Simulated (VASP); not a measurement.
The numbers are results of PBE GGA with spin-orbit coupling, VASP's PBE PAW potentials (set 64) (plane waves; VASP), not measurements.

VASP input:

**KPOINTS**
```
Automatic mesh
0
Gamma
7 7 4
0 0 0
```

**INCAR**
```
SYSTEM=La2O3
PREC=Accurate; ENCUT=400; LREAL=.FALSE.
LASPH=.TRUE.
EDIFF=1E-6; NELM=100; ALGO=Normal
LMAXMIX=6
ISMEAR=-1; SIGMA=0.02
GGA=PE; GGA_COMPAT=.FALSE.
MAGMOM=0.0 0.0 0.0 0.0 0.0 0.0 0.0 0.0 0.0 0.0 0.0 0.0 0.0 0.0 0.0
LSORBIT=.TRUE.; LNONCOLLINEAR=.TRUE.
ISIF=2
LWAVE=.FALSE.; LCHARG=.FALSE.; LORBIT=11
```

**POSCAR**
```
La2O3
5.995140
  0.3213703100  -0.5566297034   0.0000000000
  0.3213703100   0.5566297034   0.0000000000
  0.0000000000   0.0000000000   1.0000000000
La O
2 3
Cart
  0.3213703100   0.1855436056   0.2470000000
  0.3213703100  -0.1855436056   0.7530000000
  0.0000000000   0.0000000000   0.0000000000
  0.3213703100   0.1855436056   0.6470000000
  0.3213703100  -0.1855436056   0.3530000000
```

POTCAR, in this order: La O (PBE.64 set). Program: vasp_ncl.

What VASP printed:

### OSZICAR
```
       N       E                     dE             d eps       ncg     rms          rms(c)
DAV:   1     0.535612535540E+03    0.53561E+03   -0.12320E+04  2720   0.210E+03
DAV:   2     0.161846296502E+03   -0.37377E+03   -0.35910E+03  3584   0.451E+02
DAV:   3     0.531407309968E+01   -0.15653E+03   -0.15259E+03  4584   0.265E+02
DAV:   4    -0.430730726615E+02   -0.48387E+02   -0.46583E+02  5104   0.161E+02
DAV:   5    -0.474093328580E+02   -0.43363E+01   -0.43170E+01  5176   0.657E+01    0.149E+01
DAV:   6    -0.419635149793E+02    0.54458E+01   -0.41650E+01  4272   0.480E+01    0.732E+00
DAV:   7    -0.422605773937E+02   -0.29706E+00   -0.53662E+00  5240   0.273E+01    0.372E+00
DAV:   8    -0.422744146902E+02   -0.13837E-01   -0.88809E-01  4976   0.109E+01    0.130E+00
DAV:   9    -0.422566333744E+02    0.17781E-01   -0.17296E-01  4984   0.405E+00    0.363E-01
DAV:  10    -0.422595599372E+02   -0.29266E-02   -0.26464E-02  5336   0.145E+00    0.185E-01
DAV:  11    -0.422606117285E+02   -0.10518E-02   -0.23784E-03  5280   0.630E-01    0.109E-01
DAV:  12    -0.422613132676E+02   -0.70154E-03   -0.96192E-04  4112   0.279E-01    0.189E-02
DAV:  13    -0.422613429334E+02   -0.29666E-04   -0.16886E-04  5200   0.148E-01    0.134E-02
DAV:  14    -0.422613523168E+02   -0.93834E-05   -0.28226E-05  4904   0.541E-02    0.106E-02
DAV:  15    -0.422613524417E+02   -0.12486E-06   -0.78984E-06  4256   0.323E-02
   1 F= -.42261352E+02 E0= -.42261352E+02  d E =-.506037E-11  mag=    -0.0000     0.0000    -0.0000
```

**OUTCAR**
```
------------------------ aborting loop because EDIFF is reached ----------------------------------------
  FORCE on cell =-STRESS in cart. coord.  units (eV):
  Direction    XX          YY          ZZ          XY          YZ          ZX
  --------------------------------------------------------------------------------------
  Total        3.7438321      3.7438321      2.7830568      0.0000000      0.0000000      0.0000000
  in kB       77.8084621     77.8084617     57.8405671      0.0000000      0.0000000      0.0000000
  external PRESSURE =      71.1524970 kB  Pullay stress =       0.0000000 kB
  volume of cell :       77.09
      direct lattice vectors                 reciprocal lattice vectors
     1.926660000 -3.337073000  0.000000000     0.259516469 -0.149831904  0.000000000
     1.926660000  3.337073000  0.000000000     0.259516469  0.149831904  0.000000000
     0.000000000  0.000000000  5.995140000     0.000000000  0.000000000  0.166801776
 POSITION                                       TOTAL-FORCE (eV/Angst)
 -----------------------------------------------------------------------------------
      1.92666      1.11236      1.48080         0.000000     -0.000000     -0.608998
      1.92666     -1.11236      4.51434        -0.000000      0.000000      0.608998
      0.00000      0.00000      0.00000         0.000000     -0.000000     -0.000000
      1.92666      1.11236      3.87886        -0.000000      0.000000     -0.148984
      1.92666     -1.11236      2.11628         0.000000     -0.000000      0.148984
 -----------------------------------------------------------------------------------
    total drift:                                0.000000     -0.000000      0.000000
  FREE ENERGIE OF THE ION-ELECTRON SYSTEM (eV)
  ---------------------------------------------------
  free  energy   TOTEN  =       -42.2613524417 eV

  energy  without entropy=      -42.2613524417  energy(sigma->0) =      -42.26135244

 total charge

# of ion       s       p       d       f       tot
--------------------------------------------------
    1        2.024   5.708   0.703   0.271   8.706
    2        2.024   5.708   0.703   0.271   8.706
    3        1.584   3.416   0.000   0.000   5.000
    4        1.600   3.505   0.000   0.000   5.105
    5        1.600   3.505   0.000   0.000   5.105
--------------------------------------------------
tot          8.832  21.842   1.406   0.543  32.622

 magnetization (x)

# of ion       s       p       d       f       tot
--------------------------------------------------
    1        0.000   0.000  -0.000   0.000  -0.000
    2        0.000   0.000  -0.000   0.000  -0.000
    3        0.000   0.000   0.000   0.000   0.000
    4        0.000   0.000   0.000   0.000   0.000
    5        0.000   0.000   0.000   0.000   0.000
--------------------------------------------------
tot          0.000   0.000  -0.000   0.000  -0.000

 magnetization (y)

# of ion       s       p       d       f       tot
--------------------------------------------------
    1        0.000   0.000   0.000   0.000   0.000
    2        0.000   0.000   0.000   0.000   0.000
    3        0.000   0.000   0.000   0.000   0.000
    4        0.000   0.000   0.000   0.000   0.000
    5        0.000   0.000   0.000   0.000   0.000
--------------------------------------------------
tot          0.000   0.000   0.000   0.000   0.000

 magnetization (z)

# of ion       s       p       d       f       tot
--------------------------------------------------
    1        0.000   0.000   0.000   0.000   0.000
    2        0.000   0.000   0.000   0.000   0.000
    3       -0.000   0.000   0.000   0.000   0.000
    4        0.000   0.000   0.000   0.000   0.000
    5        0.000   0.000   0.000   0.000   0.000
--------------------------------------------------
tot         -0.000   0.000   0.000   0.000   0.000

 Ion:    1  E_soc:     -0.5769432

 Ion:    2  E_soc:     -0.5769432

 Ion:    3  E_soc:     -0.0004923

 Ion:    4  E_soc:     -0.0004245

 Ion:    5  E_soc:     -0.0004245
```
(Selected blocks of OUTCAR.)

At this cut-off the stress carries a Pulay error, which pulls relaxed volumes low.

The structure is a typed La2O3 crystal (P-3m1). The cell was not relaxed at this level. The run is one of a series of settings (GGA_COMPAT = .FALSE., LNONCOLLINEAR = .TRUE., LSORBIT = .TRUE., MAGMOM = 0.0 0.0 0.0 0.0 0.0 0.0 0.0 0.0 0.0 0.0 0.0 0.0 0.0 0.0 0.0, program vasp_ncl against the base run), some of them coarse on purpose.
